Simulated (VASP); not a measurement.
The input files of a VASP run:

INCAR:
```
SYSTEM  =  CuO
PREC  =  Accurate; ENCUT  =  520; LREAL  =  .FALSE.
LASPH  =  .TRUE.
EDIFF  =  1E-6; NELM  =  100; ALGO  =  Normal
LMAXMIX  =  4
ISMEAR  =  0; SIGMA  =  0.05
GGA  =  PS
IBRION  =  2; NSW  =  60; ISIF  =  3
EDIFFG  =  -0.01
LWAVE  =  .FALSE.; LCHARG  =  .FALSE.
```

KPOINTS:
```
K-points
0
gamma
  10 10 10
```

**POSCAR**
```
CuO
1
    2.2641540000     0.0000000000     0.0000000000
    0.0000000000     2.2641540000     0.0000000000
    0.0000000000     0.0000000000     2.2641540000
Cu O
1 1
Direct
  0.0000000000   0.0000000000   0.0000000000
  0.5000000000   0.5000000000   0.5000000000
```

POTCAR, in this order: Cu O (PBE.64 set). Program: vasp_std.

Write an equivalent input for Quantum ESPRESSO's pw.x.

One equivalent input (not run):
```
&CONTROL
  calculation = 'vc-relax'
  pseudo_dir = './pseudo'
  outdir = './out'
  tprnfor = .true.
  tstress = .true.
  nstep = 60
  forc_conv_thr = 0.00039
/
&SYSTEM
  ibrav = 0
  nat = 2
  ntyp = 2
  ecutwfc = 92
  occupations = 'smearing'
  smearing = 'gaussian'
  degauss = 0.003675
  input_dft = 'pbesol'
/
&ELECTRONS
  conv_thr = 7.3e-08
  electron_maxstep = 100
/
&IONS
/
&CELL
/
ATOMIC_SPECIES
  Cu 63.546 Cu.upf
  O 15.999 O.upf
CELL_PARAMETERS angstrom
     2.2641540    0.0000000    0.0000000
     0.0000000    2.2641540    0.0000000
     0.0000000    0.0000000    2.2641540
ATOMIC_POSITIONS crystal
  Cu   0.0000000  0.0000000  0.0000000
  O    0.5000000  0.5000000  0.5000000
K_POINTS automatic
  10 10 10 0 0 0
```
The two are equivalent in intent, not identical: the potentials are each code's own (VASP's PAW set, PseudoDojo norm-conserving files in pw.x), so ENCUT and ecutwfc are chosen apart and not converted; conv_thr bounds pw.x's estimated SCF error, while EDIFF bounds the energy change between steps; forc_conv_thr acts on force components and is met together with etot_conv_thr.

The structure was generated: CuO was put into the CsCl type (Pm-3m), which need not be its known phase. This run relaxes it. Symmetry was kept, so distortions that lower it aren't found.
